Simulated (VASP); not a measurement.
Wanted: the native input for a VASP 6.6.1 run.

- Task: single point
- Functional: PBE
- Potentials or basis: VASP PAW PBE potentials, release 64 (Fe, F)
- Cutoff: 520 eV
- k mesh: 6 × 6 × 6
- Occupations: gaussian, width 0.1 eV
- Spin: collinear spin, typed start
- Starting moments: [4.0, 4.0, 4.0, 0.0] μB
- Dipole correction: no
- Further INCAR settings: ALGO = Fast; EDIFF = 1e-07; NBANDS = 28

The structure of Fe3F lies in POSCAR:

```
Fe3F
1.0
    0.0000000000      2.8994171151      2.8994171151
    2.8994171151      0.0000000000      2.8994171151
    2.8994171151      2.8994171151      0.0000000000
Fe F
3 1
Direct
    0.2500000000      0.2500000000      0.2500000000
    0.7500000000      0.7500000000      0.7500000000
    0.5000000000      0.5000000000      0.5000000000
    0.0000000000      0.0000000000      0.0000000000
```

The cell was built by a generator and needn't be a form met in nature.

The cell isn't the ideal one: species swapped into the NdCd3 type (Fm-3m, No. 225).

These files were run (other wordings do the same):

INCAR

```
SYSTEM = Fe3F
ALGO = Fast ; EDIFF = 1E-7
ENCUT = 520 ; GGA = PE
ISIF = 2 ; ISMEAR = 0
ISPIN = 2 ; LASPH = .TRUE.
LCHARG = .FALSE. ; LMAXMIX = 4
LORBIT = 11 ; LREAL = .FALSE.
LWAVE = .FALSE. ; MAGMOM = 4 4 4 0
NBANDS = 28 ; NELM = 150
PREC = Accurate ; SIGMA = 0.1
```

KPOINTS

```
k-points
0
G
  6 6 6
  0 0 0
```

Potentials or basis: VASP PAW PBE potentials, release 64 (Fe, F).

Run with:

```bash
$ cat potpaw_PBE.64/Fe/POTCAR potpaw_PBE.64/F/POTCAR > POTCAR
$ mpirun -np 1 vasp_std > vasp.out
```

It gave:

```json
{
 "Pressure": "-0.2 GPa",
 "Band gap on the k mesh": "none (metal or under the smearing width)",
 "Net moment": "8.52 μB per cell",
 "Site moments": "Fe +2.92, +2.52; F +0.09 μB",
 "Valence electrons inside the program's atomic spheres": "Fe 6.87, 7.16; F 5.99"
}
```

Caveat: semilocal functionals often make such compounds metallic where correlation or magnetic order opens a gap, which also shifts bond lengths.

Run time: 49 s on 1 thread of Intel(R) Xeon(R) Platinum 8488C (Sapphire Rapids), with other jobs on the host, peak memory 0.19 GiB.
